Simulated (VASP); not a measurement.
Consider the following.

```xyz
3
Lattice="0.0000 2.4653 2.4653 2.4653 0.0000 2.4653 2.4653 2.4653 0.0000" Properties=species:S:1:pos:R:3 pbc="T T T"
Hf     0.0000     0.0000     0.0000
O      1.2326     1.2326     1.2326
O      3.6979     3.6979     3.6979
```

The numbers are results of vdW-DF-cx, VASP's PBE PAW potentials (set 64) (plane waves; VASP 6.6.1), not measurements. Run with 520 eV cut-off, 8×8×8 Γ-centred mesh, Gaussian smearing of 0.050 eV, potentials Hf_pv O.

Question: Give the stress tensor in GPa (positive for a compressed cell).

Answer: 
```
19.02   0.00   0.00
 0.00  19.02   0.00
 0.00   0.00  19.02
```
The pressure is its mean diagonal, 19.02 GPa.

The compound is HfO2 in the fluorite structure, the high-temperature cubic form, which is unstable at 0 K; the monoclinic form is the stable one. This cell is one point of a volume scan, at 0.94 of the reference volume.
